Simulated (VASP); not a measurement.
## Cl (relaxed from the fcc structure, space group Fm-3m): computed properties

Calculation: PBEsol GGA, VASP's PBE PAW potentials (set 64) (plane waves; VASP 6.6.1).

```
Item                                                                                                   Result
----------------------------------  -------------------------------------------------------------------------
space group                                                                                       Fm-3m (225)
cell                                a = 4.230 Å, b = 4.230 Å, c = 4.230 Å, α = 90.00°, β = 90.00°, γ = 90.00°
volume per atom                                                                                 18.93 Å³/atom
band gap (over mesh and band path)                                   none (metal, semimetal or under 0.01 eV)
density                                                                                            3.11 g/cm³
```

```yaml
crystal:
  lattice:
    - [0.00000, 2.11522, 2.11522]
    - [2.11522, 0.00000, 2.11522]
    - [2.11522, 2.11522, 0.00000]
  atoms:
    - { symbol: Cl, position: [0.00000, 0.00000, 0.00000] }
```

The structure was generated: Cl was put into the fcc type (Fm-3m), which need not be its known phase. It was relaxed first, which changed the volume by -11 %. Symmetry was kept, so distortions that lower it aren't found.
